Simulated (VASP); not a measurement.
Data:

```xyz
1
Lattice="0.0000 1.8144 1.8144 1.8144 0.0000 1.8144 1.8144 1.8144 0.0000" Properties=species:S:1:pos:R:3 pbc="T T T"
Cu     0.0000     0.0000     0.0000
```

These are PBE GGA, VASP's PBE PAW potentials (set 64) (plane waves; VASP 6.6.1) values and carry that method's errors. Run with 480 eV cut-off, 16×16×16 Γ-centred mesh, first-order Methfessel-Paxton smearing of 0.10 eV, potentials Cu.

**Question.** What does the run give for the energy per atom (σ→0), band gap (on the k-mesh) with the smallest direct gap where there is one?

**Answer.** 
The band gap (on the k-mesh) is none (metal, semimetal or under 0.01 eV) and the energy per atom (σ→0) is -3.727 eV/atom.

Total energies compare only between runs with the same potentials, cut-off and functional.

The compound is Cu in the fcc structure. It was relaxed first.
